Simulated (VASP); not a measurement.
These are PBEsol GGA, VASP's PBE PAW potentials (set 64) (plane waves; VASP) values and carry that method's errors.

A VASP calculation is set up with these files.

INCAR:
```
ALGO = Normal
EDIFF = 1E-7
ENCUT = 520
GGA = PS
ISIF = 2
ISMEAR = -5
LASPH = .TRUE.
LCHARG = .TRUE.
LORBIT = 11
LREAL = .FALSE.
LWAVE = .FALSE.
NEDOS = 601
NELM = 100
PREC = Accurate
SYSTEM = Mg
```

### KPOINTS
```
Automatic
0
G
  15 15 8
0 0 0
```

File POSCAR:
```
Mg
1
    1.5954396252    -2.7633829370     0.0000000000
    1.5954396252     2.7633829370     0.0000000000
    0.0000000000     0.0000000000     5.0913972962
Mg
2
Direct
  0.3333330000   0.6666670000   0.2500000000
  0.6666670000   0.3333330000   0.7500000000
```

POTCAR, in this order: Mg (PBE.64 set). Program: vasp_std.

The resulting files:

OSZICAR:
```
       N       E                     dE             d eps       ncg     rms          rms(c)
DAV:   1    -0.230347171922E+00   -0.23035E+00   -0.13123E+03  1620   0.474E+02
DAV:   2    -0.344488251566E+01   -0.32145E+01   -0.31436E+01  2196   0.292E+01
DAV:   3    -0.346706299809E+01   -0.22180E-01   -0.22017E-01  2268   0.333E+00
DAV:   4    -0.346713186250E+01   -0.68864E-04   -0.68704E-04  2214   0.154E-01
DAV:   5    -0.346713226569E+01   -0.40319E-06   -0.39512E-06  2322   0.865E-03    0.980E-01
DAV:   6    -0.345651970668E+01    0.10613E-01   -0.54424E-04  1980   0.230E-01    0.624E-01
DAV:   7    -0.344703186619E+01    0.94878E-02   -0.23054E-03  1812   0.417E-01    0.318E-02
DAV:   8    -0.344704920319E+01   -0.17337E-04   -0.13872E-05  2562   0.336E-02    0.641E-03
DAV:   9    -0.344705478487E+01   -0.55817E-05   -0.96177E-07  1944   0.622E-03    0.605E-04
DAV:  10    -0.344705495366E+01   -0.16879E-06   -0.34594E-09  1476   0.485E-04    0.994E-05
DAV:  11    -0.344705504882E+01   -0.95155E-07   -0.25764E-10  1116   0.147E-04
   1 F= -.34470550E+01 E0= -.34470550E+01  d E =0.000000E+00
```

**OUTCAR**
```
------------------------ aborting loop because EDIFF is reached ----------------------------------------
  FORCE on cell =-STRESS in cart. coord.  units (eV):
  Direction    XX          YY          ZZ          XY          YZ          ZX
  --------------------------------------------------------------------------------------
  Total       -0.0672579     -0.0672579      0.0626695      0.0000000      0.0000000      0.0000000
  in kB       -2.4002992     -2.4003000      2.2365480      0.0000000      0.0000000      0.0000000
  external PRESSURE =      -0.8546838 kB  Pullay stress =       0.0000000 kB
  volume of cell :       44.89
      direct lattice vectors                 reciprocal lattice vectors
     1.595439625 -2.763382937  0.000000000     0.313393244 -0.180937645  0.000000000
     1.595439625  2.763382937  0.000000000     0.313393244  0.180937645  0.000000000
     0.000000000  0.000000000  5.091397296     0.000000000  0.000000000  0.196409736
 POSITION                                       TOTAL-FORCE (eV/Angst)
 -----------------------------------------------------------------------------------
      1.59544      0.92113      1.27285        -0.000000      0.000000      0.000000
      1.59544     -0.92113      3.81855         0.000000     -0.000000      0.000000
 -----------------------------------------------------------------------------------
    total drift:                               -0.000001     -0.000006      0.000001
  FREE ENERGIE OF THE ION-ELECTRON SYSTEM (eV)
  ---------------------------------------------------
  free  energy   TOTEN  =        -3.4470550488 eV

  energy  without entropy=       -3.4470550488  energy(sigma->0) =       -3.44705505

 total charge

# of ion       s       p       d       tot
------------------------------------------
    1        0.206   0.133   0.012   0.350
    2        0.206   0.133   0.012   0.350
--------------------------------------------------
tot          0.411   0.265   0.024   0.700
```
(Selected blocks of OUTCAR.)

### OUTCAR
```
 val. band max:        2.8637745575   @ k =   0.3333   0.3333   0.5000

 cond. band min:       2.3429671648   @ k =   0.3333   0.3333   0.2500


 Fermi energy:         2.7378705063

 k-point     1 :       0.0000    0.0000    0.0000
  band No.  band energies     occupation
      1      -4.3168      2.00000
      2       1.0811      2.00000
      3       1.6343      2.30209
      4      13.5800      0.00000
      5      13.5800      0.00000
      6      13.7027      0.00000

 k-point     2 :       0.0667    0.0000    0.0000
  band No.  band energies     occupation
      1      -4.2290      2.00000
      2       1.1609      2.00000
      3       1.7193      2.27128
      4      11.8306      0.00000
      5      12.6154      0.00000
      6      13.4512      0.00000

 k-point     3 :       0.1333    0.0000    0.0000
  band No.  band energies     occupation
      1      -3.9661      2.00000
      2       1.4005      2.00000
      3       1.9719      2.06818
      4       9.7855      0.00000
      5      11.7357      0.00000
      6      12.5086      0.00000

 k-point     4 :       0.2000    0.0000    0.0000
  band No.  band energies     occupation
      1      -3.5295      2.00000
      2       1.8001      2.00000
      3       2.3838      1.25312
      4       7.8300      0.00000
      5      11.0028      0.00000
      6      11.5109      0.00000

 k-point     5 :       0.2667    0.0000    0.0000
  band No.  band energies     occupation
      1      -2.9218      2.00000
      2       2.3602      1.99633
      3       2.9261      0.05373
      4       6.0317      0.00000
      5      10.4174      0.00000
      6      10.4678      0.00000

 k-point     6 :       0.3333    0.0000    0.0000
  band No.  band energies     occupation
      1      -2.1463      2.00000
      2       3.0809      0.67899
      3       3.3645      0.00000
      4       4.6305      0.00000
      5       9.1350      0.00000
      6       9.3300      0.00000
...
```

For a metal the tetrahedron method with Blöchl corrections gives inexact stress and forces.

The compound is Mg in the hcp structure. It was relaxed first.
